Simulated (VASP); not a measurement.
Crystal: W.

```
W
1.0
    -1.58234    1.58234    1.58234
     1.58234   -1.58234    1.58234
     1.58234    1.58234   -1.58234
W
1
Cartesian
  0.0000 0.0000 0.0000
```

```yaml
Program: VASP 6.6.1
Task: relaxation of cell and atoms
Functional: PBE
Potentials_or_basis: VASP PAW PBE potentials, release 64 (W_sv)
Cutoff: 520 eV
k_mesh: 18 × 18 × 18
Occupations: gaussian, width 1 eV
Spin: no spin polarisation
```

At the start: pressure 7.1 GPa; volume 15.85 Å³/atom.

**Question.** Where does the relaxation end?

**Answer.** Over 4 steps the energy falls by 7.9 meV/atom and the volume is 16.21 Å³/atom (+2.3 %); space group Im-3m (No. 229, to 0.05 Å).

Step by step:
```
step  energy change (eV)  largest force (eV/Å)  pressure (GPa)  volume (Å³)
   1              0.0000                0.0000            7.14        15.85
   2              0.0773                0.0000          -19.39        17.52
   3             -0.0079                0.0000           -0.20        16.23
   4             -0.0079                0.0000           -0.01        16.21
```

Final structure:
```
W
1.0
    -1.59447    1.59447    1.59447
     1.59447   -1.59447    1.59447
     1.59447    1.59447   -1.59447
W
1
Direct
  0.00000 0.00000 0.00000
```
